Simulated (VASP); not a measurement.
These are r2SCAN meta-GGA, VASP's PBE PAW potentials (set 64) (plane waves; VASP) values and carry that method's errors.

The input files of a VASP run:

### INCAR
```
ALGO = Normal
DIPOL = 0.5 0.5 0.5
EDIFF = 1E-5
EDIFFG = -0.03
ENCUT = 400
IBRION = 2
IDIPOL = 3
ISIF = 2
ISMEAR = 1
LASPH = .TRUE.
LCHARG = .FALSE.
LDIPOL = .TRUE.
LMAXMIX = 4
LMIXTAU = .TRUE.
LREAL = .FALSE.
LWAVE = .TRUE.
METAGGA = R2SCAN
NELM = 100
NELMIN = 4
NSW = 50
PREC = Normal
SIGMA = 0.1
SYSTEM = CoSi2(111) slab
```

**KPOINTS**
```
Automatic
0
G
9 9 1
0 0 0
```

### POSCAR
```
CoSi2(111) slab
1
    3.7569696113    -0.0000000000    -0.0000000000
   -1.8784848057     3.2536311696     0.0000000000
    0.0000000000     0.0000000000    24.0715709780
Si Co
6 3
Direct
  0.6666670000   0.3333330000   0.3407070000
  0.3333330000   0.6666670000   0.4681410000
  0.0000000000   0.0000000000   0.4044240000
  0.0000000000   0.0000000000   0.5955760000
  0.6666670000   0.3333330000   0.5318590000
  0.3333330000   0.6666670000   0.6592930000
  0.3333330000   0.6666670000   0.3725650000
  0.0000000000   0.0000000000   0.5000000000
  0.6666670000   0.3333330000   0.6274350000
```

POTCAR, in this order: Si Co (PBE.64 set). Program: vasp_std.

What VASP printed:

### OUTCAR
```
 ion  position               nearest neighbor table
   1  0.667  0.333  0.341-   7 2.30   7 2.30   7 2.30   3 2.66   3 2.66   3 2.66
   2  0.333  0.667  0.468-   7 2.30   8 2.30   8 2.30   8 2.30   3 2.66   3 2.66   3 2.66   5 2.66
                             5 2.66   5 2.66
   3  0.000  0.000  0.404-   8 2.30   7 2.30   7 2.30   7 2.30   1 2.66   2 2.66   1 2.66   2 2.66
                             1 2.66   2 2.66
   4  0.000  0.000  0.596-   8 2.30   9 2.30   9 2.30   9 2.30   6 2.66   5 2.66   6 2.66   5 2.66
                             6 2.66   5 2.66
   5  0.667  0.333  0.532-   9 2.30   8 2.30   8 2.30   8 2.30   4 2.66   4 2.66   4 2.66   2 2.66
                             2 2.66   2 2.66
   6  0.333  0.667  0.659-   9 2.30   9 2.30   9 2.30   4 2.66   4 2.66   4 2.66
   7  0.333  0.667  0.373-   1 2.30   1 2.30   1 2.30   2 2.30   3 2.30   3 2.30   3 2.30
   8  0.000  0.000  0.500-   3 2.30   4 2.30   2 2.30   5 2.30   5 2.30   2 2.30   5 2.30   2 2.30
  LATTYP: Found a hexagonal cell.
 ALAT       =     3.7569696113
 C/A-ratio  =     6.4071774511
 Subroutine PRICEL returns:
 Original cell was already a primitive cell.
 Subroutine GETGRP returns: Found 12 space group operations
The static configuration has the point symmetry D_3d.
The dynamic configuration has the point symmetry D_3d.
 Subroutine INISYM returns: Found 12 space group operations
 Subroutine IBZKPT returns following result:
 Found     12 irreducible k-points:

 Following reciprocal coordinates:
            Coordinates               Weight
  0.000000  0.000000  0.000000      1.000000
  0.111111  0.000000  0.000000      6.000000
  0.222222  0.000000  0.000000      6.000000
  0.333333  0.000000  0.000000      6.000000
  0.444444  0.000000  0.000000      6.000000
  0.111111  0.111111  0.000000      6.000000
  0.222222  0.111111  0.000000     12.000000
  0.333333  0.111111  0.000000     12.000000
  0.444444  0.111111  0.000000      6.000000
  0.222222  0.222222  0.000000      6.000000
  0.333333  0.222222  0.000000     12.000000
  0.333333  0.333333  0.000000      2.000000
   k-points           NKPTS =     12   k-points in BZ     NKDIM =     12   number of bands    NBANDS=     30
...
```

OSZICAR:
```
...
DAV:  50    -0.932863278262E+02   -0.38529E-03   -0.74496E-06   450   0.184E-02    0.130E-01
DAV:  51    -0.932872656711E+02   -0.93784E-03   -0.63214E-05   730   0.485E-02    0.144E-01
DAV:  52    -0.932871700370E+02    0.95634E-04   -0.20884E-06   414   0.119E-02    0.143E-01
DAV:  53    -0.932870395000E+02    0.13054E-03   -0.19119E-06   402   0.100E-02    0.146E-01
DAV:  54    -0.932871652082E+02   -0.12571E-03   -0.39894E-06   408   0.153E-02    0.147E-01
DAV:  55    -0.932878113348E+02   -0.64613E-03   -0.66638E-05   732   0.521E-02    0.151E-01
DAV:  56    -0.932883089033E+02   -0.49757E-03   -0.49689E-05   716   0.439E-02    0.160E-01
DAV:  57    -0.932886929992E+02   -0.38410E-03   -0.70010E-05   732   0.503E-02    0.154E-01
DAV:  58    -0.932876171370E+02    0.10759E-02   -0.14251E-03   720   0.219E-01    0.152E-01
DAV:  59    -0.932877667997E+02   -0.14966E-03   -0.45928E-04   720   0.174E-01    0.148E-01
DAV:  60    -0.932876775251E+02    0.89275E-04   -0.84126E-06   562   0.228E-02    0.147E-01
DAV:  61    -0.932874803019E+02    0.19722E-03   -0.19153E-04   720   0.118E-01    0.148E-01
DAV:  62    -0.932875085350E+02   -0.28233E-04   -0.78992E-06   472   0.298E-02    0.145E-01
DAV:  63    -0.932876450392E+02   -0.13650E-03   -0.79447E-05   720   0.740E-02    0.146E-01
DAV:  64    -0.932876492173E+02   -0.41781E-05   -0.71656E-07   414   0.729E-03
   1 F= -.93287649E+02 E0= -.93286179E+02  d E =-.932876E+02
       N       E                     dE             d eps       ncg     rms          rms(c)
DAV:   1    -0.933239686258E+02   -0.36324E-01   -0.44210E+00   720   0.117E+01    0.489E-01
DAV:   2    -0.933528477163E+02   -0.28879E-01   -0.20510E-01  1090   0.807E+00    0.138E+00
DAV:   3    -0.933331193210E+02    0.19728E-01   -0.10685E-01  1112   0.681E+00    0.270E-01
DAV:   4    -0.933362586454E+02   -0.31393E-02   -0.10581E-02   850   0.996E-01    0.215E-01
DAV:   5    -0.933348070166E+02    0.14516E-02   -0.56053E-03  1034   0.103E+00    0.170E-01
DAV:   6    -0.933318240330E+02    0.29830E-02   -0.32260E-03   864   0.678E-01    0.711E-02
DAV:   7    -0.933324171494E+02   -0.59312E-03   -0.12837E-03   776   0.456E-01    0.218E-02
DAV:   8    -0.933324780636E+02   -0.60914E-04   -0.34524E-04   720   0.165E-01    0.151E-02
DAV:   9    -0.933322582010E+02    0.21986E-03   -0.11604E-04   720   0.110E-01    0.773E-03
DAV:  10    -0.933324373098E+02   -0.17911E-03   -0.24899E-04   720   0.133E-01    0.239E-03
DAV:  11    -0.933325770724E+02   -0.13976E-03   -0.78067E-05   720   0.798E-02    0.278E-03
DAV:  12    -0.933325670348E+02    0.10038E-04   -0.21838E-05   564   0.476E-02    0.186E-03
DAV:  13    -0.933327641707E+02   -0.19714E-03   -0.74377E-05   720   0.740E-02    0.109E-03
DAV:  14    -0.933328559314E+02   -0.91761E-04   -0.29598E-05   600   0.477E-02    0.720E-04
DAV:  15    -0.933329133651E+02   -0.57434E-04   -0.13903E-05   496   0.343E-02    0.503E-04
DAV:  16    -0.933330129975E+02   -0.99632E-04   -0.49797E-05   680   0.527E-02    0.381E-04
DAV:  17    -0.933330184070E+02   -0.54095E-05   -0.91998E-06   486   0.323E-02
   2 F= -.93333018E+02 E0= -.93331105E+02  d E =-.453692E-01
       N       E                     dE             d eps       ncg     rms          rms(c)
DAV:   1    -0.933425601171E+02   -0.95471E-02   -0.26517E+00   720   0.906E+00    0.387E-01
DAV:   2    -0.933588508000E+02   -0.16291E-01   -0.14736E-01  1088   0.710E+00    0.125E+00
DAV:   3    -0.933442636699E+02    0.14587E-01   -0.78318E-02  1110   0.591E+00    0.204E-01
DAV:   4    -0.933482155958E+02   -0.39519E-02   -0.67970E-03   876   0.720E-01    0.174E-01
DAV:   5    -0.933483257351E+02   -0.11014E-03   -0.32482E-03  1028   0.787E-01    0.142E-01
DAV:   6    -0.933476704367E+02    0.65530E-03   -0.23005E-03   848   0.588E-01    0.726E-02
DAV:   7    -0.933481957939E+02   -0.52536E-03   -0.98541E-04   806   0.416E-01    0.176E-02
DAV:   8    -0.933484365986E+02   -0.24080E-03   -0.24808E-04   720   0.136E-01    0.119E-02
DAV:   9    -0.933483447939E+02    0.91805E-04   -0.97315E-05   720   0.977E-02    0.628E-03
DAV:  10    -0.933484789057E+02   -0.13411E-03   -0.14032E-04   720   0.118E-01    0.222E-03
DAV:  11    -0.933485559896E+02   -0.77084E-04   -0.26578E-05   638   0.499E-02    0.164E-03
DAV:  12    -0.933485709941E+02   -0.15004E-04   -0.61444E-06   462   0.257E-02    0.101E-03
DAV:  13    -0.933485868537E+02   -0.15860E-04   -0.10168E-05   448   0.321E-02    0.547E-04
DAV:  14    -0.933486004957E+02   -0.13642E-04   -0.50762E-06   432   0.230E-02    0.365E-04
DAV:  15    -0.933486155001E+02   -0.15004E-04   -0.40548E-06   432   0.197E-02    0.280E-04
DAV:  16    -0.933486073686E+02    0.81314E-05   -0.30099E-06   432   0.167E-02
   3 F= -.93348607E+02 E0= -.93347624E+02  d E =-.609582E-01
       N       E                     dE             d eps       ncg     rms          rms(c)
DAV:   1    -0.933490749580E+02   -0.45946E-03   -0.65427E-01   720   0.449E+00    0.196E-01
DAV:   2    -0.933521360714E+02   -0.30611E-02   -0.40089E-02  1066   0.374E+00    0.669E-01
DAV:   3    -0.933483572372E+02    0.37788E-02   -0.21205E-02  1090   0.307E+00    0.980E-02
DAV:   4    -0.933496407977E+02   -0.12836E-02   -0.16549E-03   792   0.286E-01    0.749E-02
DAV:   5    -0.933499612742E+02   -0.32048E-03   -0.10396E-03   800   0.430E-01    0.564E-02
DAV:   6    -0.933503195594E+02   -0.35829E-03   -0.43909E-04   986   0.269E-01    0.384E-02
DAV:   7    -0.933503608992E+02   -0.41340E-04   -0.17839E-04   872   0.159E-01    0.820E-03
DAV:   8    -0.933505142871E+02   -0.15339E-03   -0.13480E-04   720   0.108E-01    0.565E-03
DAV:   9    -0.933506115119E+02   -0.97225E-04   -0.51049E-05   680   0.644E-02    0.229E-03
DAV:  10    -0.933506034938E+02    0.80181E-05   -0.10947E-05   456   0.329E-02
   4 F= -.93350603E+02 E0= -.93349883E+02  d E =-.629543E-01
       N       E                     dE             d eps       ncg     rms          rms(c)
DAV:   1    -0.933534377488E+02   -0.28262E-02   -0.31490E-01   720   0.322E+00    0.200E-01
DAV:   2    -0.933576931271E+02   -0.42554E-02   -0.36870E-02  1068   0.341E+00    0.602E-01
DAV:   3    -0.933544781564E+02    0.32150E-02   -0.13540E-02  1098   0.247E+00    0.122E-01
DAV:   4    -0.933548663943E+02   -0.38824E-03   -0.95335E-04   888   0.323E-01    0.980E-02
DAV:   5    -0.933549428076E+02   -0.76413E-04   -0.97628E-04  1038   0.386E-01    0.765E-02
DAV:   6    -0.933548092752E+02    0.13353E-03   -0.66379E-04  1046   0.342E-01    0.270E-02
DAV:   7    -0.933549088526E+02   -0.99577E-04   -0.76878E-05   704   0.102E-01    0.713E-03
DAV:   8    -0.933549154740E+02   -0.66215E-05   -0.18107E-05   488   0.351E-02
   5 F= -.93354915E+02 E0= -.93354146E+02  d E =-.431198E-02
       N       E                     dE             d eps       ncg     rms          rms(c)
DAV:   1    -0.933549226459E+02   -0.13793E-04   -0.10937E-03   720   0.192E-01    0.121E-02
DAV:   2    -0.933549566285E+02   -0.33983E-04   -0.15185E-04  1012   0.218E-01    0.378E-02
DAV:   3    -0.933549441068E+02    0.12522E-04   -0.53327E-05   848   0.157E-01    0.694E-03
DAV:   4    -0.933549422678E+02    0.18390E-05   -0.62139E-06   438   0.280E-02
   6 F= -.93354942E+02 E0= -.93354165E+02  d E =-.433877E-02
       N       E                     dE             d eps       ncg     rms          rms(c)
DAV:   1    -0.933550652142E+02   -0.12111E-03   -0.20753E-02   720   0.778E-01    0.232E-02
DAV:   2    -0.933546714426E+02    0.39377E-03   -0.56710E-04   776   0.239E-01    0.301E-02
DAV:   3    -0.933547574637E+02   -0.86021E-04   -0.13294E-04   988   0.214E-01    0.262E-02
DAV:   4    -0.933548554190E+02   -0.97955E-04   -0.41852E-05   688   0.129E-01    0.123E-02
DAV:   5    -0.933549684443E+02   -0.11303E-03   -0.36779E-05   592   0.727E-02    0.120E-02
DAV:   6    -0.933551192445E+02   -0.15080E-03   -0.90806E-05   720   0.763E-02    0.396E-03
DAV:   7    -0.933551224293E+02   -0.31848E-05   -0.85291E-06   446   0.283E-02
   7 F= -.93355122E+02 E0= -.93354333E+02  d E =-.180162E-03
```

OUTCAR:
```
------------------------ aborting loop because EDIFF is reached ----------------------------------------
  FORCE on cell =-STRESS in cart. coord.  units (eV):
  Direction    XX          YY          ZZ          XY          YZ          ZX
  --------------------------------------------------------------------------------------
  Total       -3.4661738     -3.4661739      0.1842924      0.0000000      0.0000000     -0.0000000
  in kB      -18.8734146    -18.8734151      1.0034775      0.0000000      0.0000000     -0.0000000
  external PRESSURE =     -12.2477841 kB  Pullay stress =       0.0000000 kB
  volume of cell :      294.25
      direct lattice vectors                 reciprocal lattice vectors
     3.756969611  0.000000000  0.000000000     0.266171969  0.153674456  0.000000000
    -1.878484806  3.253631170  0.000000000     0.000000000  0.307348912  0.000000000
     0.000000000  0.000000000 24.071570978     0.000000000  0.000000000  0.041542781
 POSITION                                       TOTAL-FORCE (eV/Angst)
 -----------------------------------------------------------------------------------
      1.87849      1.08454      8.25098        -0.000000      0.000000     -0.027254
     -0.00000      2.16909     11.21196         0.000000     -0.000000     -0.005678
      3.75697      0.00000      9.73654        -0.000000      0.000000     -0.006070
      0.00000      0.00000     14.33504         0.000000     -0.000000      0.006070
      1.87849      1.08454     12.85961        -0.000000      0.000000      0.005678
     -0.00000      2.16909     15.82059         0.000000      0.000000      0.027254
     -0.00000      2.16909      8.92272         0.000000     -0.000000     -0.021617
      0.00000      0.00000     12.03579        -0.000000      0.000000      0.000000
      1.87849      1.08454     15.14885         0.000000      0.000000      0.021617
 -----------------------------------------------------------------------------------
    total drift:                                0.000000      0.000000      0.000000
  FREE ENERGIE OF THE ION-ELECTRON SYSTEM (eV)
  ---------------------------------------------------
  free  energy   TOTEN  =       -93.3551224293 eV

  energy  without entropy=      -93.3527549170  energy(sigma->0) =      -93.35433326

 reached required accuracy - stopping structural energy minimisation
```
(Selected blocks of OUTCAR.)

File CONTCAR:
```
CoSi2(111) slab
   1.00000000000000
     3.7569696113000002    0.0000000000000000    0.0000000000000000
    -1.8784848057000001    3.2536311696000002    0.0000000000000000
     0.0000000000000000    0.0000000000000000   24.0715709780000005
  Si              Co
     6     3
Direct
     0.6666669999999968    0.3333330000000032    0.3427688146650607
     0.3333330000000032    0.6666669999999968    0.4657760829927230
     1.0000000000000000    0.0000000000000000    0.4044827583802355
     0.0000000000000000    0.0000000000000000    0.5955172416197644
     0.6666669999999968    0.3333330000000032    0.5342239170072770
     0.3333330000000032    0.6666669999999968    0.6572311853349394
     0.3333330000000032    0.6666669999999968    0.3706744678075087
     0.0000000000000000    0.0000000000000000    0.5000000000000000
     0.6666669999999968    0.3333330000000032    0.6293255321924913
```

The cell is a thin slab with vacuum, built from CoSi2 (fluorite): (111) face. The run is not spin-polarised, so no magnetic state was tried.
